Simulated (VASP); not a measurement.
# Lattice vibrations of Mg (Magnesium)

Aim: the phonon dispersion and thermal properties of Mg (Magnesium). The start is a cell from a database of measured crystal structures.

Method: LDA; plane waves and PAW (Mg), in VASP 6.6.1.

## 1. Starting point

It takes space group P6_3/mmc (No. 194, hexagonal). The conventional cell has a = 3.209 Å, b = 3.209 Å, c = 5.210 Å, α = 90.00°, β = 90.00°, γ = 120.00°. Nearest to Mg lie 12 Mg at 3.20 to 3.21 Å.

## 2. Relax the host

Cell and atoms are relaxed first, so that later runs start from this functional's own cell.

Contents of INCAR:

```
SYSTEM = Mg
PREC = Accurate
ENCUT = 350
EDIFF = 1E-06
NELM = 120
ISMEAR = 1
SIGMA = 0.15
LREAL = .FALSE.
ALGO = Normal
GGA = CA
NBANDS = 8
LORBIT = 11
LWAVE = .FALSE.
LCHARG = .FALSE.
KPAR = 4
IBRION = 2
NSW = 40
ISIF = 3
EDIFFG = -0.02
POTIM = 0.4
```

Contents of POSCAR:

```
Mg
1.0
    3.2093000000      0.0000000000      0.0000000000
   -1.6046500000      2.7793353284      0.0000000000
    0.0000000000      0.0000000000      5.2103000000
Mg
2
Direct
    0.6666666667      0.3333333333      0.7500000000
    0.3333333333      0.6666666667      0.2500000000
```

Contents of KPOINTS:

```
Automatic mesh
0
Gamma
12 12 7
0 0 0
```

The projector-augmented-wave data sets are Mg (LDA family, release 64).

Launch:

```sh
> mpirun -np 4 vasp_std
```

Output:

```text
[banner, memory and clock lines left out]
running    4 mpi-ranks, on    1 nodes
 distrk:  each k-point on    1 cores,    4 groups
 distr:  one band on    1 cores,    1 groups

 POSCAR found type information on POSCAR Mg
 POSCAR found :  1 types and       2 ions
 LDA part: xc-table for (Slater(with rela. corr.)+CA(PZ))
 , standard interpolation
 POSCAR, INCAR and KPOINTS ok, starting setup
 FFT: planning ... GRIDC
 FFT: planning ... GRID_SOFT
 FFT: planning ... GRID
 WAVECAR not read
 entering main loop
       N       E                     dE             d eps       ncg     rms          rms(c)
DAV:   1    -0.198366982381E+01   -0.19837E+01   -0.10878E+03  1216   0.262E+02
DAV:   2    -0.359796785585E+01   -0.16143E+01   -0.15675E+01  1648   0.171E+01
DAV:   3    -0.360684141811E+01   -0.88736E-02   -0.88718E-02  1600   0.164E+00
DAV:   4    -0.360685820054E+01   -0.16782E-04   -0.16782E-04  1800   0.645E-02
DAV:   5    -0.360685821262E+01   -0.12078E-07   -0.11896E-07  1616   0.127E-03    0.950E-01
DAV:   6    -0.359535819278E+01    0.11500E-01   -0.81868E-04  1496   0.172E-01    0.604E-01
DAV:   7    -0.358607215286E+01    0.92860E-02   -0.28089E-03  1296   0.313E-01    0.314E-02
DAV:   8    -0.358606480233E+01    0.73505E-05   -0.16566E-05  1976   0.230E-02    0.669E-03
DAV:   9    -0.358606365527E+01    0.11471E-05   -0.59400E-07  1312   0.378E-03    0.615E-04
DAV:  10    -0.358606365812E+01   -0.28442E-08   -0.46864E-09   976   0.421E-04
   1 F= -.35860637E+01 E0= -.35858464E+01  d E =-.358606E+01
 curvature:   0.00 expect dE= 0.000E+00 dE for cont linesearch  0.000E+00
 trial: gam= 0.00000 g(F)=  0.161E-50 g(S)=  0.404E-01 ort = 0.000E+00 (trialstep = 0.100E+01)
 search vector abs. value=  0.404E-01
 bond charge predicted
       N       E                     dE             d eps       ncg     rms          rms(c)
DAV:   1    -0.361597421683E+01   -0.29911E-01   -0.92887E-02  1688   0.145E+00    0.993E-02
DAV:   2    -0.361576897804E+01    0.20524E-03   -0.30263E-04  1368   0.112E-01    0.636E-02
DAV:   3    -0.361560066879E+01    0.16831E-03   -0.27732E-05  1664   0.254E-02    0.299E-03
DAV:   4    -0.361560019821E+01    0.47057E-06   -0.31433E-07  1264   0.337E-03
   2 F= -.36156002E+01 E0= -.36155837E+01  d E =-.295365E-01
[...]
3 F= -.36220962E+01 E0= -.36222473E+01  d E =-.360325E-01
[...]
4 F= -.36221191E+01 E0= -.36222789E+01  d E =-.360555E-01
[...]
5 F= -.36223085E+01 E0= -.36225656E+01  d E =-.189380E-03
 trial-energy change:   -0.000189  1 .order   -0.000190   -0.000232   -0.000148
 step:   3.1732(harm=  3.1732)  dis= 0.00000  next Energy=    -3.622441 (dE=-0.322E-03)
 bond charge predicted
       N       E                     dE             d eps       ncg     rms          rms(c)
DAV:   1    -0.362244583468E+01   -0.13673E-03   -0.15383E-03  1592   0.164E-01    0.143E-02
DAV:   2    -0.362244368577E+01    0.21489E-05   -0.85025E-06  1304   0.173E-02    0.891E-03
DAV:   3    -0.362244187979E+01    0.18060E-05   -0.23552E-06  1520   0.503E-03    0.184E-04
DAV:   4    -0.362244188330E+01   -0.35049E-08   -0.32990E-08   680   0.115E-03
   6 F= -.36224419E+01 E0= -.36228316E+01  d E =-.322768E-03
 curvature:  -1.60 expect dE=-0.161E-05 dE for cont linesearch -0.358E-06
 trial: gam=-0.03339 g(F)=  0.276E-52 g(S)=  0.101E-05 ort = 0.677E-05 (trialstep = 0.155E+01)
 search vector abs. value=  0.782E-06
 reached required accuracy - stopping structural energy minimisation
```

The job ended after 4 s (4 MPI ranks of Intel Xeon 6975P-C (Granite Rapids), shared host; peak memory 0.49 GiB).

Lines that name or quote the potential files are left out of all logs, and their timing lines are given in words.

OUTCAR, selected parts (step 2):

```text
ion  position               nearest neighbor table
   1  0.667  0.333  0.750-   2 3.20   2 3.20   2 3.20   2 3.20   2 3.20   2 3.20
   2  0.333  0.667  0.250-   1 3.20   1 3.20   1 3.20   1 3.20   1 3.20   1 3.20

  LATTYP: Found a hexagonal cell.
 ALAT       =     3.2093000000
 C/A-ratio  =     1.6235004518

 Subroutine GETGRP returns: Found 24 space group operations
 (whereof 12 operations were pure point group operations)

The static configuration has the point symmetry D_3d.
 The point group associated with its full space group is D_6h.

 Found     76 irreducible k-points:

   k-points           NKPTS =     76   k-points in BZ     NKDIM =     76   number of bands    NBANDS=      8

   dimension x,y,z NGX =    20 NGY =   20 NGZ =   32
   dimension x,y,z NGXF=    40 NGYF=   40 NGZF=   64

   ENCUT  =  350.0 eV  25.72 Ry    5.07 a.u.   4.90  4.90  7.95*2*pi/ulx,y,z

   NELECT =       4.0000    total number of electrons

 k-points in reciprocal lattice and weights: Automatic mesh
   0.00000000  0.00000000  0.00000000       0.001
   0.08333333  0.00000000  0.00000000       0.006
   0.16666667  0.00000000  0.00000000       0.006
   0.25000000  0.00000000  0.00000000       0.006
   0.33333333  0.00000000  0.00000000       0.006
   0.41666667  0.00000000  0.00000000       0.006
   0.50000000  0.00000000  0.00000000       0.003
   0.08333333  0.08333333  0.00000000       0.006
   0.16666667  0.08333333  0.00000000       0.012
[...]
0.33333333  0.25000000  0.42857143       0.024
   0.33333333  0.33333333  0.42857143       0.004

 average (electrostatic) potential at core
       1 -38.8980       2 -38.8980

 E-fermi :   2.7589

 k-point     1 :       0.0000    0.0000    0.0000
  band No.  band energies     occupation
      1      -4.3829      2.00000
      2       1.1665      2.00000
      3       1.7295      2.00000
      4      13.9660      0.00000
      5      13.9660      0.00000
      6      14.1131      0.00000
      7      14.1131      0.00000
      8      15.1483      0.00000

 k-point     2 :       0.0833    0.0000    0.0000
  band No.  band energies     occupation
      1      -4.2414      2.00000
      2       1.2942      2.00000
      3       1.8662      2.00000
      4      11.6710      0.00000
      5      12.7574      0.00000
      6      13.6316      0.00000
      7      15.5148      0.00000
      8      16.1406      0.00000

 k-point     3 :       0.1667    0.0000    0.0000
  band No.  band energies     occupation
      1      -3.8183      2.00000
      2       1.6776      2.00000
      3       2.2699      2.00004
      4       9.0871      0.00000
      5      11.7087      0.00000
      6      12.3793      0.00000
      7      14.0160      0.00000
      8      15.1684      0.00000

  Total        0.0050043      0.0050043      0.0014342      0.0000000      0.0000000      0.0000000
  in kB        0.1872808      0.1872808      0.0536742      0.0000000      0.0000000      0.0000000
  external PRESSURE =       0.1427452 kB  Pullay stress =       0.0000000 kB

  energy-cutoff  :      350.00
  volume of cell :       42.81
      direct lattice vectors                 reciprocal lattice vectors
     3.139920434 -0.000000000  0.000000000     0.318479408  0.183874172 -0.000000000
    -1.569960217  2.719250862  0.000000000     0.000000000  0.367748343 -0.000000000
     0.000000000  0.000000000  5.014121834    -0.000000000 -0.000000000  0.199436718

 POSITION                                       TOTAL-FORCE (eV/Angst)
 -----------------------------------------------------------------------------------
      1.56996      0.90642      3.76059         0.000000     -0.000000      0.000000
     -0.00000      1.81283      1.25353        -0.000000      0.000000      0.000000
 -----------------------------------------------------------------------------------
    total drift:                                0.000000     -0.000000      0.000000

  FREE ENERGIE OF THE ION-ELECTRON SYSTEM (eV)
  ---------------------------------------------------
  free  energy   TOTEN  =        -3.6224418833 eV

  energy  without entropy=       -3.6236110868  energy(sigma->0) =       -3.62283162

 reached required accuracy - stopping structural energy minimisation

 total charge
# of ion       s       p       d       tot
------------------------------------------
    1        0.220   0.144   0.013   0.377
    2        0.220   0.144   0.013   0.377
--------------------------------------------------
tot          0.441   0.288   0.026   0.755

[... 3 further parts left out ...]
```

The run keeps the 24 symmetry operations of its start, so it cannot find a distortion of lower symmetry.

Relaxation path:

```
step  energy less that of the first step (eV)  largest force (eV/Å)  pressure (GPa)  volume (Å³)
   1                                   0.0000                0.0000           -2.85        46.47
   2                                  -0.0295                0.0000           -1.30        44.29
   3                                  -0.0360                0.0000           -0.05        42.87
   4                                  -0.0361                0.0000            0.04        42.78
   5                                  -0.0362                0.0000            0.03        42.79
   6                                  -0.0364                0.0000            0.01        42.81
```

```
conventional cell, symmetrised  before  after  change
                         a (Å)   3.209  3.140  -2.2 %
                         b (Å)   3.209  3.140  -2.2 %
                         c (Å)   5.210  5.014  -3.8 %
              volume (Å³/atom)   23.24  21.41  -7.9 %
```

Final coordinates:

```cif
data_structure
_symmetry_space_group_name_H-M 'P 1'
_symmetry_Int_Tables_number 1
_cell_length_a 3.1399
_cell_length_b 3.1399
_cell_length_c 5.0141
_cell_angle_alpha 90.000
_cell_angle_beta 90.000
_cell_angle_gamma 120.000
_cell_volume 42.81
loop_
_atom_site_label
_atom_site_type_symbol
_atom_site_fract_x
_atom_site_fract_y
_atom_site_fract_z
_atom_site_occupancy
Mg1 Mg 0.66667 0.33333 0.75000 1
Mg2 Mg 0.33333 0.66667 0.25000 1
```

Numbers from this step:

| Item | Value |
| --- | --- |
| electronic cycles | 26 |
| electrons | 4 |
| free energy (TOTEN) | -3.622 eV |
| energy at zero smearing | -3.623 eV |
| Fermi energy | 2.759 eV |
| pressure | 0.01427 GPa |
| labelled metallic, from the levels on this mesh | yes |

The run ended after 6 ionic steps, 0.036 eV below its first step, once forces and stress met EDIFFG = -0.02.

## 3. Relax the host again, on a new basis

The volume changed by more than 5 %, so the plane waves of the start no longer fit; a second relaxation removes that error.

INCAR: that of step 2 with these lines changed.

```diff
@@ -16,3 +16,3 @@
 IBRION = 2
-NSW = 40
+NSW = 30
 ISIF = 3
```

Contents of POSCAR:

```
Mg
1.0
    3.1399204343      0.0000000000      0.0000000000
   -1.5699602171      2.7192508620      0.0000000000
    0.0000000000      0.0000000000      5.0141218337
Mg
2
Direct
    0.6666666667      0.3333333333      0.7500000000
    0.3333333333      0.6666666667      0.2500000000
```

KPOINTS is that of step 2.

Launch:

```sh
> mpirun -np 4 vasp_std
```

Output:

```text
[... set-up lines as in an earlier step ...]
 entering main loop
       N       E                     dE             d eps       ncg     rms          rms(c)
DAV:   1    -0.195561003588E+01   -0.19556E+01   -0.10972E+03  1224   0.262E+02
DAV:   2    -0.363476026168E+01   -0.16792E+01   -0.16221E+01  1696   0.181E+01
DAV:   3    -0.364333412063E+01   -0.85739E-02   -0.85726E-02  1608   0.164E+00
DAV:   4    -0.364335163008E+01   -0.17509E-04   -0.17509E-04  1792   0.618E-02
DAV:   5    -0.364335165247E+01   -0.22386E-07   -0.22466E-07  1608   0.156E-03    0.943E-01
DAV:   6    -0.363158326046E+01    0.11768E-01   -0.51955E-04  1544   0.142E-01    0.599E-01
DAV:   7    -0.362229722333E+01    0.92860E-02   -0.18193E-03  1280   0.261E-01    0.297E-02
DAV:   8    -0.362228861168E+01    0.86116E-05   -0.14354E-05  1896   0.215E-02    0.671E-03
DAV:   9    -0.362228757606E+01    0.10356E-05   -0.73324E-07  1336   0.447E-03    0.603E-04
DAV:  10    -0.362228756056E+01    0.15498E-07   -0.40450E-09   856   0.408E-04
   1 F= -.36222876E+01 E0= -.36226773E+01  d E =-.362229E+01
 curvature:   0.00 expect dE= 0.000E+00 dE for cont linesearch  0.000E+00
 trial: gam= 0.00000 g(F)=  0.189E-51 g(S)=  0.674E-06 ort = 0.000E+00 (trialstep = 0.100E+01)
 search vector abs. value=  0.674E-06
 reached required accuracy - stopping structural energy minimisation
```

Elapsed: 1.8 s, on 4 MPI ranks; peak memory 0.47 GiB; 5 s of CPU time.

Parts of OUTCAR (step 3):

```text
  LATTYP: Found a hexagonal cell.
 ALAT       =     3.1399204343
 C/A-ratio  =     1.5968945515

 Found     76 irreducible k-points:

   ENCUT  =  350.0 eV  25.72 Ry    5.07 a.u.   4.79  4.79  7.65*2*pi/ulx,y,z

   NELECT =       4.0000    total number of electrons

 E-fermi :   2.7590

 k-point     1 :       0.0000    0.0000    0.0000
  band No.  band energies     occupation
      1      -4.3829      2.00000
      2       1.1667      2.00000
      3       1.7296      2.00000
      4      13.9661      0.00000
      5      13.9661      0.00000
      6      14.1131      0.00000
      7      14.1131      0.00000
      8      15.1484      0.00000

 k-point     2 :       0.0833    0.0000    0.0000
  band No.  band energies     occupation
      1      -4.2414      2.00000
      2       1.2943      2.00000
      3       1.8662      2.00000
      4      11.6710      0.00000
      5      12.7575      0.00000
      6      13.6317      0.00000
      7      15.5149      0.00000
      8      16.1407      0.00000

  Total        0.0041708      0.0041708      0.0003327      0.0000000     -0.0000000      0.0000000
  in kB        0.1560880      0.1560880      0.0124517      0.0000000     -0.0000000      0.0000000
  external PRESSURE =       0.1082092 kB  Pullay stress =       0.0000000 kB

  energy-cutoff  :      350.00
  volume of cell :       42.81
      direct lattice vectors                 reciprocal lattice vectors
     3.139920434  0.000000000  0.000000000     0.318479408  0.183874172  0.000000000
    -1.569960217  2.719250862  0.000000000     0.000000000  0.367748343  0.000000000
     0.000000000  0.000000000  5.014121834     0.000000000  0.000000000  0.199436718

 POSITION                                       TOTAL-FORCE (eV/Angst)
 -----------------------------------------------------------------------------------
      1.56996      0.90642      3.76059        -0.000000      0.000000      0.000000
     -0.00000      1.81283      1.25353         0.000000     -0.000000      0.000000
 -----------------------------------------------------------------------------------
    total drift:                                0.000000     -0.000000      0.000000

  FREE ENERGIE OF THE ION-ELECTRON SYSTEM (eV)
  ---------------------------------------------------
  free  energy   TOTEN  =        -3.6222875606 eV

  energy  without entropy=       -3.6234566510  energy(sigma->0) =       -3.62267726

[... 6 parts as in an earlier step ...]

[... 7 further parts left out ...]
```

Little changed from the start: no atom moved by 0.005 Å and no cell edge by 0.1 %.

This step gave:

```yaml
electronic_cycles: 10
pressure: 0.01082 GPa
```

The start already met the threshold, so nothing moved.

(Continued in part 2 of 3.)

[Lines on the potential files, build, host, timing and source positions are cut from VASP's logs without a mark.]

[Logs are printed without paths, hosts, clocks, repeated set-up lines and the standing remarks that a program may print on its own settings, such as how far it seeks lower states.]

[Hosts, paths, dates, database ids (printed as entryN), source tags and the programs' standing remarks are cut or masked in the printed files.]

[Runs that stopped without an error message from VASP are left out.]
